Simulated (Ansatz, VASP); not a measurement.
**BaB: VASP beside Ansatz**

```
CELL_PARAMETERS angstrom
3.68573 0.00000 0.00000
0.00000 3.68573 0.00000
0.00000 0.00000 3.68573
ATOMIC_POSITIONS crystal
Ba 0.00000 0.00000 0.00000
B 0.50000 0.50000 0.50000
```

Alike in both runs: functional PBE; k mesh 16 × 16 × 16; occupations gaussian, width 0.1 eV; no spin polarisation.

Ansatz relaxed the structure, and its values are those at the end. VASP's run is a single point on that final structure, the one shown.

```csv
,VASP,Ansatz
version,VASP 6.6.1,Ansatz 0.2.0
potentials or method,"VASP PAW PBE potentials, release 64 (Ba_sv, B)","scalar-relativistic, plane waves, PAW"
plane-wave cutoff (eV),520,420
valence electrons in the cell,13,13
```

VASP gave:

```
gap on the k mesh at the Fermi level (eV) : none
pressure (GPa)                            : 1.0
```

Q: Which values does Ansatz return?

A: gap on the k mesh at the Fermi level (eV): none; pressure (GPa): 0.0.

A gap of «none» marks a metal or a gap that the smearing closes.

The runs have no spin-orbit coupling, so splittings on Ba are missing.
